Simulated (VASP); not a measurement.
# WCCl2 (P4/mmm) in VASP: single point with PBE

Aim: the single point of WCCl2 with PBE.

Program: VASP 6.6.1. These are calculated values, not measurements. Logs are shortened: lines on timing, memory, paths and dates and some standing lists are left out, and cuts for length are marked.

## Step 1: The structure

Symmetry: P4/mmm, No. 123, tetragonal system. Conventional cell: a = 4.856 Å, b = 4.856 Å, c = 3.951 Å, α = 90.00°, β = 90.00°, γ = 90.00°. W (site symmetry 4/mmm) has 2 C at 1.98 Å as nearest neighbours. C (site symmetry 4/mmm) has 2 W at 1.98 Å as nearest neighbours. Cl (site symmetry mmm) has 2 W at 2.43 Å as nearest neighbours.

The cell was built by a generator and needn't be a form met in nature.

## Step 2: Single point, PBE, collinear spin, twin_end start

The input, INCAR:

```
PREC = Accurate
ENCUT = 520
EDIFF = 1E-7
ISMEAR = 0
SIGMA = 0.1
LREAL = F
LASPH = T
NELM = 150
ALGO = Normal
ISIF = 2
LWAVE = F
LCHARG = T
ISPIN = 2
MAGMOM = -0.05 0.25 0 0
LORBIT = 11
LMAXMIX = 4
GGA = PE
LELF = T
LVHAR = T
NBANDS = 28
```

The input, KPOINTS:

```
Automatic mesh
0
Gamma
  4 4 4
```

The input, POSCAR:

```
WCCl2
1.0
    4.8558142110      0.0000000000      0.0000000000
    0.0000000000      4.8558142110      0.0000000000
    0.0000000000      0.0000000000      3.9512261506
W C Cl
1 1 2
Direct
    0.0000000000      0.0000000000      0.0000000000
    0.0000000000      0.0000000000      0.5000000000
    0.5000000000      0.0000000000      0.0000000000
    0.0000000000      0.5000000000      0.0000000000
```

Potentials or basis: VASP PAW PBE potentials, release 64 (W_sv, C, Cl).

Run with:

```
> cat potpaw_PBE.64/W_sv/POTCAR potpaw_PBE.64/C/POTCAR potpaw_PBE.64/Cl/POTCAR > POTCAR
> mpirun -np 1 vasp_std > vasp.out
```

OUTCAR:

```text
PREC = Accurate
   ENCUT = 520
   EDIFF = 1E-7
   ISMEAR = 0
   LREAL = F
   LASPH = T
   NELM = 150
   ISIF = 2
   ISPIN = 2
   LORBIT = 11
   GGA = PE

 ion  position               nearest neighbor table
   1  0.000  0.000  0.000-   2 1.98   2 1.98   4 2.43   3 2.43   4 2.43   3 2.43
   2  0.000  0.000  0.500-   1 1.98   1 1.98
   3  0.500  0.000  0.000-   1 2.43   1 2.43
   4  0.000  0.500  0.000-   1 2.43   1 2.43

  LATTYP: Found a simple tetragonal cell.
 ALAT       =     4.8558142110
 C/A-ratio  =     0.8137103231

  Lattice vectors:

 A1 = (   4.8558142110,   0.0000000000,   0.0000000000)
 A2 = (   0.0000000000,   4.8558142110,   0.0000000000)
 A3 = (   0.0000000000,   0.0000000000,   3.9512261506)

Analysis of symmetry for initial positions (statically):
=====================================================================
 Subroutine PRICEL returns:
 Original cell was already a primitive cell.

 Routine SETGRP: Setting up the symmetry group for a
 simple tetragonal supercell.

 Subroutine GETGRP returns: Found 16 space group operations
 (whereof 16 operations were pure point group operations)
 out of a pool of 16 trial point group operations.

The static configuration has the point symmetry D_4h.

Analysis of symmetry for dynamics (positions and initial velocities):
=====================================================================
 Subroutine PRICEL returns:
 Original cell was already a primitive cell.

 Routine SETGRP: Setting up the symmetry group for a
 simple tetragonal supercell.

 Subroutine GETGRP returns: Found 16 space group operations
 (whereof 16 operations were pure point group operations)
 out of a pool of 16 trial point group operations.

The dynamic configuration has the point symmetry D_4h.

Analysis of structural, dynamic, and magnetic symmetry:
=====================================================================
 Subroutine PRICEL returns:
 Original cell was already a primitive cell.

 Routine SETGRP: Setting up the symmetry group for a
 simple tetragonal supercell.

 Subroutine GETGRP returns: Found 16 space group operations
 (whereof 16 operations were pure point group operations)
 out of a pool of 16 trial point group operations.

The overall configuration has the point symmetry D_4h.

 Subroutine INISYM returns: Found 16 space group operations
 (whereof 16 operations are pure point group operations),
 and found     1 'primitive' translations

----------------------------------------------------------------------------------------

                                     Primitive cell

  volume of cell :      93.1657

  direct lattice vectors                    reciprocal lattice vectors
     4.855814211  0.000000000  0.000000000     0.205938686  0.000000000  0.000000000
     0.000000000  4.855814211  0.000000000     0.000000000  0.205938686  0.000000000
     0.000000000  0.000000000  3.951226151     0.000000000  0.000000000  0.253085995

  length of vectors
     4.855814211  4.855814211  3.951226151     0.205938686  0.205938686  0.253085995

  position of ions in fractional coordinates (direct lattice)
     0.000000000  0.000000000  0.000000000
     0.000000000  0.000000000  0.500000000
     0.500000000  0.000000000  0.000000000
     0.000000000  0.500000000  0.000000000

  ion indices of the primitive-cell ions
   primitive index   ion index
                 1           1
                 2           2
                 3           3
                 4           4

----------------------------------------------------------------------------------------

 KPOINTS: Automatic mesh

Automatic generation of k-mesh.
 Grid dimensions read from file:
 generate k-points for:    4    4    4

 Generating k-lattice:

  Cartesian coordinates                     Fractional coordinates (reciprocal lattice)
     0.051484672  0.000000000  0.000000000     0.250000000  0.000000000  0.000000000
     0.000000000  0.051484672  0.000000000     0.000000000  0.250000000  0.000000000
     0.000000000  0.000000000  0.063271499     0.000000000  0.000000000  0.250000000

  Length of vectors
     0.051484672  0.051484672  0.063271499

  Shift w.r.t. Gamma in fractional coordinates (k-lattice)
     0.000000000  0.000000000  0.000000000

 Subroutine IBZKPT returns following result:
 ===========================================

 Found     18 irreducible k-points:

 Following reciprocal coordinates:
            Coordinates               Weight
  0.000000  0.000000  0.000000      1.000000
  0.250000  0.000000  0.000000      4.000000
  0.500000  0.000000  0.000000      2.000000
  0.250000  0.250000  0.000000      4.000000
  0.500000  0.250000  0.000000      4.000000
  0.500000  0.500000  0.000000      1.000000
[... 10 lines left out ...]
  0.500000  0.250000  0.500000      4.000000
  0.500000  0.500000  0.500000      1.000000
   k-points           NKPTS =     18   k-points in BZ     NKDIM =     18   number of bands    NBANDS=     28
   number of dos      NEDOS =    301   number of ions     NIONS =      4
   total plane-waves  NPLWV =  38880
   dimension x,y,z NGX =    36 NGY =   36 NGZ =   30
   dimension x,y,z NGXF=    72 NGYF=   72 NGZF=   60
   ions per type =               1   1   2
   NGX,Y,Z   is equivalent  to a cutoff of  12.33, 12.33, 12.62 a.u.
   NGXF,Y,Z  is equivalent  to a cutoff of  24.65, 24.65, 25.24 a.u.
 SYSTEM =  unknown system
   PREC   = accura    normal or accurate (medium, high low for compatibility)
   ISTART =      0    job   : 0-new  1-cont  2-samecut
   ICHARG =      2    charge: 1-file 2-atom 10-const
   ISPIN  =      2    spin polarized calculation?
   LNONCOLLINEAR =      F non collinear calculations
   LSORBIT =      F    spin-orbit coupling
   LASPH  =      T    aspherical Exc in radial PAW
   ENCUT  =  520.0 eV  38.22 Ry    6.18 a.u.   9.03  9.03  7.35*2*pi/ulx,y,z
   NELM   =    150;   NELMIN=  2; NELMDL= -5     # of ELM steps
   EDIFF  = 0.1E-06   stopping-criterion for ELM
   LREAL  =      F    real-space projection
   EDIFFG = 0.1E-05   stopping-criterion for IOM
   NSW    =      0    number of steps for IOM
   IBRION =     -1    ionic relax: 0-MD 1-quasi-New 2-CG
   NFREE  =      0    steps in history (QN), initial steepest desc. (CG)
   ISIF   =      2    stress and relaxation
   ISYM   =      2    0-nonsym 1-usesym 2-fastsym
   POTIM  = 0.5000    time-step for ionic-motion
   TEBEG  =    0.0;   TEEND  =   0.0 temperature during run
   PSTRESS=    0.0 pullay stress
   NELECT =      32.0000    total number of electrons
   NUPDOWN=      -1.0000    fix difference up-down
   EMIN   =  10.00;   EMAX   =-10.00  energy-range for DOS
   EFERMI =   0.00;   METHOD = LEGACY
   ISMEAR =     0;   SIGMA  =   0.10  broadening in eV -4-tet -1-fermi 0-gaus
   EFERMI_NEDOS =   21; number of points for ismear=-14 and -15
   IALGO  =     38    algorithm
   IMIX   =      4    mixing-type and parameters
     AMIX     =   0.40;   BMIX     =  1.00
     AMIX_MAG =   1.60;   BMIX_MAG =  1.00
  volume/ion in A,a.u.               =      23.29       157.18
  Fermi-wavevector in a.u.,A,eV,Ry     =   1.146497  2.166565 17.884243  1.314455
  Thomas-Fermi vector in A             =   2.283181
   LORBIT       =     11    0 simple, 1 ext, 2 COOP (PROOUT), +10 PAW based schemes
   GGA     = PE    functional components
   LHFCALC =     F    Hartree Fock is set to
   AEXX    =    0.0000 exact exchange contribution
   IVDW    =     0    specifies the selected vdW correction
   LEPSILON=     F    determine dielectric tensor
   LRPA    =     F    only Hartree local field effects (RPA)
 spin polarized calculation
 Gauss-broadening in eV      SIGMA  =   0.10
  energy-cutoff  :      520.00
  volume of cell :       93.17
 maximum number of plane-waves:      2528
   NGX = 19   NGY = 19   NGZ = 15

 number of electron      31.9999998 magnetization       0.0011127

 number of electron      31.9999998 magnetization      -0.0001433

 Free energy of the ion-electron system (eV)
  ---------------------------------------------------
  ext. energy  EPLUGINS =         0.00000000
  ---------------------------------------------------
  free energy    TOTEN  =       -23.70288862 eV

  energy without entropy =      -23.68676945  energy(sigma->0) =      -23.69482904

 E-fermi :   2.4530     XC(G=0):  -8.5531

 val. band max:        2.4435343367   @ k =   0.5000   0.2500   0.0000
 cond. band min:       2.4759045769   @ k =   0.5000   0.2500   0.0000
 fundamental gap:      0.0323702402
 Fermi energy:         2.4530436282

 spin component 1

 k-point     1 :       0.0000    0.0000    0.0000
  band No.  band energies     occupation
      1     -72.2378      1.00000
      2     -36.6283      1.00000
      3     -36.6283      1.00000
      4     -36.1754      1.00000
      5     -14.1050      1.00000
      6     -13.5128      1.00000
[... 20 lines left out ...]
     27      14.6052      0.00000
     28      14.6071      0.00000

 k-point     2 :       0.2500    0.0000    0.0000
  band No.  band energies     occupation
      1     -72.2378      1.00000
      2     -36.6309      1.00000
      3     -36.6282      1.00000
      4     -36.1754      1.00000
      5     -13.9558      1.00000
      6     -13.4814      1.00000
[... 20 lines left out ...]
     27      13.9723      0.00000
     28      13.9934      0.00000

 k-point     3 :       0.5000    0.0000    0.0000
  band No.  band energies     occupation
      1     -72.2378      1.00000
      2     -36.6336      1.00000
      3     -36.6282      1.00000
      4     -36.1753      1.00000
      5     -13.8171      1.00000
      6     -13.4234      1.00000
[... 429 lines left out ...]
      2     -36.6312      1.00000
      3     -36.6285      1.00000
      4     -36.1882      1.00000
      5     -13.5367      1.00000
      6     -13.3361      1.00000
[... 20 lines left out ...]
     27      12.7737      0.00000
     28      13.4103      0.00000

 k-point    18 :       0.5000    0.5000    0.5000
  band No.  band energies     occupation
      1     -72.2378      1.00000
      2     -36.6312      1.00000
      3     -36.6312      1.00000
      4     -36.1881      1.00000
      5     -13.3301      1.00000
      6     -13.3301      1.00000
[... 20 lines left out ...]
     27      13.5204      0.00000
     28      13.5206      0.00000
 Fermi energy:         2.4530436282

 spin component 2

 k-point     1 :       0.0000    0.0000    0.0000
  band No.  band energies     occupation
      1     -72.2378      1.00000
      2     -36.6282      1.00000
      3     -36.6282      1.00000
      4     -36.1754      1.00000
      5     -14.1050      1.00000
      6     -13.5128      1.00000
[... 20 lines left out ...]
     27      14.6052      0.00000
     28      14.6052      0.00000

 k-point     2 :       0.2500    0.0000    0.0000
  band No.  band energies     occupation
      1     -72.2377      1.00000
      2     -36.6309      1.00000
      3     -36.6282      1.00000
      4     -36.1754      1.00000
      5     -13.9558      1.00000
      6     -13.4814      1.00000
[... 20 lines left out ...]
     27      13.9723      0.00000
     28      13.9918      0.00000

 k-point     3 :       0.5000    0.0000    0.0000
  band No.  band energies     occupation
      1     -72.2378      1.00000
      2     -36.6336      1.00000
      3     -36.6281      1.00000
      4     -36.1753      1.00000
      5     -13.8171      1.00000
      6     -13.4234      1.00000
[... 430 lines left out ...]
      3     -36.6285      1.00000
      4     -36.1881      1.00000
      5     -13.5367      1.00000
      6     -13.3361      1.00000
[... 20 lines left out ...]
     27      12.7737      0.00000
     28      13.4103      0.00000

 k-point    18 :       0.5000    0.5000    0.5000
  band No.  band energies     occupation
      1     -72.2378      1.00000
      2     -36.6312      1.00000
      3     -36.6312      1.00000
      4     -36.1881      1.00000
      5     -13.3301      1.00000
      6     -13.3301      1.00000
[... 20 lines left out ...]
     27      13.5204      0.00000
     28      13.5205      0.00000

------------------------ aborting loop because EDIFF is reached ----------------------------------------

  FORCE on cell =-STRESS in cart. coord.  units (eV):
  Direction    XX          YY          ZZ          XY          YZ          ZX
  --------------------------------------------------------------------------------------
  -------------------------------------------------------------------------------------
  Total       -0.0070843     -0.0070843     -0.2000103      0.0000000     -0.0000000      0.0000000
  in kB       -0.1218296     -0.1218296     -3.4395921      0.0000000     -0.0000000      0.0000000
  external PRESSURE =      -1.2277504 kB  Pullay stress =       0.0000000 kB

 VOLUME and BASIS-vectors are now :
 -----------------------------------------------------------------------------
  energy-cutoff  :      520.00
  volume of cell :       93.17
      direct lattice vectors                 reciprocal lattice vectors
     4.855814211  0.000000000  0.000000000     0.205938686  0.000000000  0.000000000
     0.000000000  4.855814211  0.000000000     0.000000000  0.205938686  0.000000000
     0.000000000  0.000000000  3.951226151     0.000000000  0.000000000  0.253085995

 POSITION                                       TOTAL-FORCE (eV/Angst)
 -----------------------------------------------------------------------------------
      0.00000      0.00000      0.00000         0.000000      0.000000      0.000000
      0.00000      0.00000      1.97561         0.000000      0.000000      0.000000
      2.42791      0.00000      0.00000         0.000000      0.000000      0.000000
      0.00000      2.42791      0.00000         0.000000      0.000000      0.000000
 -----------------------------------------------------------------------------------
    total drift:                                0.000000     -0.000000     -0.000000

  FREE ENERGIE OF THE ION-ELECTRON SYSTEM (eV)
  ---------------------------------------------------
  free  energy   TOTEN  =       -23.7028886236 eV

  energy  without entropy=      -23.6867694499  energy(sigma->0) =      -23.69482904

 total charge

# of ion       s       p       d       tot
------------------------------------------
    1        2.312   6.305   3.366  11.983
    2        0.981   1.334   0.000   2.315
    3        1.587   3.538   0.000   5.125
    4        1.587   3.538   0.000   5.125
--------------------------------------------------
tot          6.467  14.714   3.366  24.547

 magnetization (x)

# of ion       s       p       d       tot
------------------------------------------
    1        0.000  -0.000   0.000   0.000
    2       -0.000  -0.000   0.000  -0.000
    3       -0.000  -0.000   0.000  -0.000
    4       -0.000  -0.000   0.000  -0.000
--------------------------------------------------
tot         -0.000  -0.000   0.000  -0.000
```

Run time: 81 s. Hardware: 1 thread of Intel Xeon Platinum 8259CL at 2.50GHz (Skylake/Cascade Lake), shared host; peak memory 0.26 GiB.

What came out:

```
Free energy                                           : -23.7029 eV
Pressure                                              : -0.1 GPa
Band gap on the k mesh                                : none (metal or under the smearing width)
Net moment                                            : 0.00 μB per cell
Valence electrons inside the program's atomic spheres : W 11.98; C 2.31; Cl 5.12
```

Caveat: the k mesh is coarse (spacing up to 0.40 Å⁻¹), so the values aren't converged. The run has no spin-orbit coupling, so splittings on W are missing.
